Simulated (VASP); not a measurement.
```
P
1.0
    1.67391    -5.62191     0.00000
    1.67391     5.62191     0.00000
    0.00000     0.00000     4.58874
P
4
Direct
  0.09508   0.90492   0.91378
  0.40492   0.59508   0.41378
  0.59508   0.40492   0.58622
  0.90492   0.09508   0.08622
```

These are PBE GGA, VASP's PBE PAW potentials (set 64) (plane waves; VASP) values and carry that method's errors. Run with 520 eV cut-off, 7×7×5 Γ-centred mesh, Gaussian smearing of 0.050 eV, potentials P.

Without a dispersion term in the relaxation, distances and binding between the weakly bound layers, chains or molecules are unreliable, and so is what depends on them.

Q: The ions and cell shape at fixed volume are relaxed. Which structure does the run end with?

A: 
```
P
1.0
    1.65518    -5.70260     0.00000
    1.65518     5.70260     0.00000
    0.00000     0.00000     4.57499
P
4
Direct
  0.09256   0.90744   0.91265
  0.40744   0.59256   0.41265
  0.59256   0.40744   0.58735
  0.90744   0.09256   0.08735
```
Space group Cmce (64), at a tolerance of 0.03 Å.

Q: How much energy does the relaxation gain?

A: The energy (σ→0) changes by -4.0 meV/atom, in 12 ionic steps.

The compound is P in the black structure. This cell is one point of a volume scan, at 1.03 of the reference volume. Symmetry was kept, so distortions that lower it aren't found.
